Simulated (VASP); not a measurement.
Level of theory: r2SCAN meta-GGA, VASP's PBE PAW potentials (set 64) (plane waves; VASP).

The input files of a VASP run:

KPOINTS:
```
Automatic mesh
0
Gamma
6 6 6
0 0 0
```

**INCAR**
```
SIGMA = 0.05
PREC = Accurate
ISIF = 2   # forces and stress, cell fixed
ISMEAR = 0   # Gaussian
LASPH = .TRUE.   # aspherical one-centre terms
METAGGA = R2SCAN
SYSTEM = SrCl2
LCHARG = .FALSE.
ENCUT = 480
LMAXMIX = 4   # l cut-off of mixed one-centre charges
LWAVE = .FALSE.
NELM = 100   # most electronic steps
LREAL = .FALSE.   # projection in real space or not
LMIXTAU = .TRUE.
ALGO = Normal   # blocked Davidson
EDIFF = 1E-7   # SCF stop (eV)
```

File POSCAR:
```
SrCl2
1
    0.0000000000     3.4979229415     3.4979229415
    3.4979229415     0.0000000000     3.4979229415
    3.4979229415     3.4979229415     0.0000000000
Sr Cl
1 2
Direct
  0.0000000000   0.0000000000   0.0000000000
  0.2500000000   0.2500000000   0.2500000000
  0.7500000000   0.7500000000   0.7500000000
```

POTCAR, in this order: Sr_sv Cl (PBE.64 set). Program: vasp_std.

Output of the run:

### OSZICAR
```
       N       E                     dE             d eps       ncg     rms          rms(c)
DAV:   1     0.119585418046E+03    0.11959E+03   -0.11205E+04   512   0.128E+03
DAV:   2    -0.334020857663E+02   -0.15299E+03   -0.14836E+03   680   0.252E+02
DAV:   3    -0.422802873502E+02   -0.88782E+01   -0.88658E+01   744   0.646E+01
DAV:   4    -0.425611325494E+02   -0.28085E+00   -0.28071E+00   840   0.930E+00
DAV:   5    -0.425640332070E+02   -0.29007E-02   -0.29005E-02   760   0.912E-01    0.115E+01
DAV:   6    -0.362672358904E+02    0.62968E+01   -0.23745E+00   848   0.118E+01    0.822E+00
DAV:   7    -0.348259117045E+02    0.14413E+01   -0.95265E-01   768   0.984E+00    0.118E+00
DAV:   8    -0.357799729172E+02   -0.95406E+00   -0.10430E+00   648   0.934E+00    0.204E+00
DAV:   9    -0.351149971011E+02    0.66498E+00   -0.11979E-01   680   0.428E+00    0.152E+00
DAV:  10    -0.351888836898E+02   -0.73887E-01   -0.14532E-02   808   0.138E+00    0.133E+00
DAV:  11    -0.356291237152E+02   -0.44024E+00   -0.21435E-01   528   0.489E+00    0.534E-01
DAV:  12    -0.356916515880E+02   -0.62528E-01   -0.39709E-02   536   0.221E+00    0.405E-01
DAV:  13    -0.356439827162E+02    0.47669E-01   -0.28804E-02   512   0.207E+00    0.706E-01
DAV:  14    -0.356814179479E+02   -0.37435E-01   -0.19389E-02   512   0.178E+00    0.297E-01
DAV:  15    -0.356937877411E+02   -0.12370E-01   -0.33728E-03   512   0.692E-01    0.203E-01
DAV:  16    -0.356936141108E+02    0.17363E-03   -0.53119E-05   848   0.656E-02    0.168E-01
DAV:  17    -0.356936178691E+02   -0.37584E-05   -0.18981E-04   528   0.160E-01    0.879E-02
DAV:  18    -0.356942812468E+02   -0.66338E-03   -0.15483E-04   512   0.156E-01    0.607E-02
DAV:  19    -0.356944293428E+02   -0.14810E-03   -0.77607E-05   560   0.933E-02    0.330E-02
DAV:  20    -0.356944369773E+02   -0.76345E-05   -0.33080E-05   672   0.610E-02    0.181E-02
DAV:  21    -0.356944449290E+02   -0.79517E-05   -0.44704E-06   704   0.222E-02    0.147E-02
DAV:  22    -0.356944456299E+02   -0.70089E-06   -0.11058E-06   728   0.944E-03    0.116E-02
DAV:  23    -0.356944465270E+02   -0.89705E-06   -0.19046E-06   584   0.126E-02    0.348E-03
DAV:  24    -0.356944464903E+02    0.36660E-07   -0.18449E-07   568   0.517E-03
   1 F= -.35694446E+02 E0= -.35694446E+02  d E =-.528991E-19
```

**OUTCAR**
```
------------------------ aborting loop because EDIFF is reached ----------------------------------------
  FORCE on cell =-STRESS in cart. coord.  units (eV):
  Direction    XX          YY          ZZ          XY          YZ          ZX
  --------------------------------------------------------------------------------------
  Total       -0.0065108     -0.0065108     -0.0065108      0.0000000      0.0000000      0.0000000
  in kB       -0.1218668     -0.1218668     -0.1218668      0.0000000      0.0000000      0.0000000
  external PRESSURE =      -0.1218668 kB  Pullay stress =       0.0000000 kB
  volume of cell :       85.60
      direct lattice vectors                 reciprocal lattice vectors
     0.000000000  3.497922942  3.497922942    -0.142941971  0.142941971  0.142941971
     3.497922942  0.000000000  3.497922942     0.142941971 -0.142941971  0.142941971
     3.497922942  3.497922942  0.000000000     0.142941971  0.142941971 -0.142941971
 POSITION                                       TOTAL-FORCE (eV/Angst)
 -----------------------------------------------------------------------------------
      0.00000      0.00000      0.00000        -0.000000     -0.000000     -0.000000
      1.74896      1.74896      1.74896         0.000000      0.000000      0.000000
      5.24688      5.24688      5.24688        -0.000000     -0.000000     -0.000000
 -----------------------------------------------------------------------------------
    total drift:                                0.000000      0.000000      0.000000
  FREE ENERGIE OF THE ION-ELECTRON SYSTEM (eV)
  ---------------------------------------------------
  free  energy   TOTEN  =       -35.6944464903 eV

  energy  without entropy=      -35.6944464903  energy(sigma->0) =      -35.69444649
```
(Selected blocks of OUTCAR.)

The compound is SrCl2 in the fluorite structure. It was relaxed first.
